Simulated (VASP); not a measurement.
```
CELL_PARAMETERS angstrom
      4.20217     0.00000     0.00000
      0.00000     4.20217     0.00000
      0.00000     0.00000     4.20217
ATOMIC_POSITIONS crystal
  Ca 0.00000 0.00000 0.00000
  B  0.20168 0.50000 0.50000
  B  0.79832 0.50000 0.50000
  B  0.50000 0.20168 0.50000
  B  0.50000 0.79832 0.50000
  B  0.50000 0.50000 0.20168
  B  0.50000 0.50000 0.79832
```

The numbers are results of PBE GGA, VASP's PBE PAW potentials (set 64) (plane waves; VASP), not measurements. Settings: 400 eV cut-off, 10×10×10 Γ-centred mesh, Gaussian smearing of 0.14 eV, potentials Ca_sv B.

At this cut-off the stress carries a Pulay error, which pulls relaxed volumes low.

Which forces act on the atoms, in eV/Å?

| atom | Fx | Fy | Fz |
|---|---|---|---|
| Ca1 | 0.000 | 0.000 | 0.000 |
| B2 | 0.207 | 0.000 | 0.000 |
| B3 | -0.207 | 0.000 | 0.000 |
| B4 | 0.000 | 0.207 | 0.000 |
| B5 | 0.000 | -0.207 | 0.000 |
| B6 | 0.000 | 0.000 | 0.207 |
| B7 | 0.000 | 0.000 | -0.207 |

Give the stress tensor in GPa (positive for a compressed cell).

```
-5.53   0.00   0.00
 0.00  -5.53   0.00
 0.00   0.00  -5.53
```
The pressure is its mean diagonal, -5.53 GPa.

The structure comes from a computed database's CaB6 entry; how it stands against other phases isn't given here. The cell was not relaxed at this level.
